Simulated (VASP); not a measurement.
All values below come from HSE06 screened hybrid (exact exchange on a k-mesh reduced by 3x3x1), VASP's PBE PAW potentials (set 64) (plane waves; VASP).

VASP ran on this input.

File KPOINTS:
```
Regular mesh
0
gamma
  12 12 1
0 0 0
```

**INCAR**
```
SYSTEM  =  WS2 monolayer
PREC  =  Normal; ENCUT  =  400; LREAL  =  .FALSE.
LASPH  =  .TRUE.; ISYM  =  3
EDIFF  =  1E-5; NELM  =  50; NELMIN  =  4
ALGO  =  Normal; LMAXMIX  =  6
ISMEAR  =  0; SIGMA  =  0.05
GGA  =  PE; LHFCALC  =  .TRUE.; AEXX  =  0.25
HFSCREEN  =  0.2; PRECFOCK  =  Fast
ISIF  =  0
LWAVE  =  .FALSE.; LCHARG  =  .FALSE.; LVHAR  =  .TRUE.
NKREDX  =  3; NKREDY  =  3
```

**POSCAR**
```
WS2 monolayer
1
    3.1863082935    -0.0000000000    -0.0000000000
   -1.5931541467     2.7594239144    -0.0000000000
   -0.0000000000     0.0000000000    21.6556242963
W S
1 2
Direct
  0.6666670000   0.3333330000   0.5000000000
  0.3333330000   0.6666670000   0.5725435944
  0.3333330000   0.6666670000   0.4274564056
```

POTCAR, in this order: W_sv S (PBE.64 set). Program: vasp_std. Read from the step before: WAVECAR.

Output of the run:

### OUTCAR
```
 ion  position               nearest neighbor table
   1  0.667  0.333  0.500-   2 2.42   3 2.42   2 2.42   3 2.42   2 2.42   3 2.42
   2  0.333  0.667  0.573-   1 2.42   1 2.42   1 2.42
   3  0.333  0.667  0.427-   1 2.42   1 2.42   1 2.42
  LATTYP: Found a hexagonal cell.
 ALAT       =     3.1863082935
 C/A-ratio  =     6.7964623324
 Subroutine PRICEL returns:
 Original cell was already a primitive cell.
 Subroutine GETGRP returns: Found 12 space group operations
The static configuration has the point symmetry D_3h.
The dynamic configuration has the point symmetry D_3h.
 Subroutine INISYM returns: Found 12 space group operations
 Subroutine IBZKPT returns following result:
 Found     19 irreducible k-points:

 Following reciprocal coordinates:
            Coordinates               Weight
  0.000000  0.000000  0.000000      1.000000
  0.083333 -0.000000  0.000000      6.000000
  0.166667  0.000000  0.000000      6.000000
  0.250000  0.000000  0.000000      6.000000
  0.333333  0.000000  0.000000      6.000000
  0.416667  0.000000  0.000000      6.000000
  0.500000  0.000000  0.000000      3.000000
  0.083333  0.083333  0.000000      6.000000
  0.166667  0.083333  0.000000     12.000000
  0.250000  0.083333  0.000000     12.000000
  0.333333  0.083333  0.000000     12.000000
  0.416667  0.083333  0.000000     12.000000
  0.166667  0.166667  0.000000      6.000000
  0.250000  0.166667  0.000000     12.000000
  0.333333  0.166667  0.000000     12.000000
  0.416667  0.166667  0.000000      6.000000
  0.250000  0.250000  0.000000      6.000000
  0.333333  0.250000  0.000000     12.000000
  0.333333  0.333333  0.000000      2.000000
 Subroutine IBZKPT_HF returns following result:
   k-points           NKPTS =     19   k-points in BZ     NKDIM =    144   number of bands    NBANDS=     17
   number of dos      NEDOS =    301   number of ions     NIONS =      3
...
```

OSZICAR:
```
       N       E                     dE             d eps       ncg     rms          rms(c)
DAV:   1    -0.281854442334E+02   -0.28185E+02   -0.51251E-01   748   0.602E+00    0.249E+00
DAV:   2    -0.281816233543E+02    0.38209E-02   -0.64795E-02   713   0.263E+00    0.153E+00
DAV:   3    -0.281819426086E+02   -0.31925E-03   -0.63004E-03   790   0.648E-01    0.810E-01
DAV:   4    -0.281812568798E+02    0.68573E-03   -0.14076E-03   669   0.261E-01    0.425E-01
DAV:   5    -0.281812450727E+02    0.11807E-04   -0.57127E-04   709   0.138E-01    0.218E-01
DAV:   6    -0.281812219684E+02    0.23104E-04   -0.85487E-05   709   0.768E-02    0.122E-01
DAV:   7    -0.281812244557E+02   -0.24872E-05   -0.20713E-05   516   0.304E-02
   1 F= -.28181224E+02 E0= -.28181224E+02  d E =-.287992E-22
```

File OUTCAR:
```
------------------------ aborting loop because EDIFF is reached ----------------------------------------
  volume of cell :      190.40
      direct lattice vectors                 reciprocal lattice vectors
     3.186308294  0.000000000  0.000000000     0.313842826  0.181197241  0.000000000
    -1.593154147  2.759423914  0.000000000     0.000000000  0.362394482  0.000000000
     0.000000000  0.000000000 21.655624296     0.000000000  0.000000000  0.046177380
 POSITION                                       TOTAL-FORCE (eV/Angst)
 -----------------------------------------------------------------------------------
      1.59316      0.91981     10.82781         0.000000      0.000000     -0.000000
     -0.00000      1.83962     12.39879        -0.000000      0.000000     -0.541850
     -0.00000      1.83962      9.25684        -0.000000      0.000000      0.541850
 -----------------------------------------------------------------------------------
    total drift:                               -0.000188      0.000110      0.000000
  FREE ENERGIE OF THE ION-ELECTRON SYSTEM (eV)
  ---------------------------------------------------
  free  energy   TOTEN  =       -28.1812244557 eV

  energy  without entropy=      -28.1812244557  energy(sigma->0) =      -28.18122446

  exchange ACFDT corr.  =         0.00000000  see jH, gK, PRB 81, 115126
```
(Selected blocks of OUTCAR.)

### OUTCAR
```
 val. band max:       -2.6135359715   @ k =   0.3333   0.3333   0.0000

 cond. band min:      -0.2379873659   @ k =   0.3333   0.3333   0.0000


 Fermi energy:        -2.2816589873

 k-point     1 :       0.0000    0.0000    0.0000
  band No.  band energies     occupation
      1     -80.6670      2.00000
      2     -43.4336      2.00000
      3     -43.2482      2.00000
      4     -43.2482      2.00000
      5     -18.9702      2.00000
      6     -17.1998      2.00000
      7      -9.7500      2.00000
      8      -5.8624      2.00000
      9      -5.8623      2.00000
     10      -5.0621      2.00000
     11      -4.4349      2.00000
     12      -4.4349      2.00000
     13      -2.6565      2.00000
     14       1.0255      0.00000
     15       1.0256      0.00000
     16       1.1454      0.00000
     17       1.1454      0.00000

 k-point     2 :       0.0833   -0.0000    0.0000
  band No.  band energies     occupation
      1     -80.6643      2.00000
      2     -43.4270      2.00000
      3     -43.2716      2.00000
      4     -43.2552      2.00000
      5     -18.8473      2.00000
      6     -17.1566      2.00000
      7      -9.5978      2.00000
      8      -6.1806      2.00000
      9      -5.7386      2.00000
     10      -5.4640      2.00000
     11      -4.6362      2.00000
     12      -4.2749      2.00000
     13      -2.7395      2.00000
     14       0.8514      0.00000
     15       0.9353      0.00000
     16       1.0303      0.00000
     17       1.2591      0.00000

 k-point     3 :       0.1667    0.0000    0.0000
  band No.  band energies     occupation
      1     -80.6603      2.00000
      2     -43.4144      2.00000
      3     -43.3480      2.00000
      4     -43.2733      2.00000
      5     -18.4910      2.00000
      6     -17.0271      2.00000
      7      -9.1847      2.00000
      8      -6.9397      2.00000
      9      -6.1654      2.00000
     10      -5.3939      2.00000
     11      -5.1043      2.00000
...
```

Exact exchange is summed on a reduced mesh (NKRED). Unless said otherwise, spin-orbit coupling is left out, though it shifts the bands of the heavy elements here.

The cell is a sheet with vacuum, built from WS2 (2H layered). The cell's shape comes from a PBE relaxation.
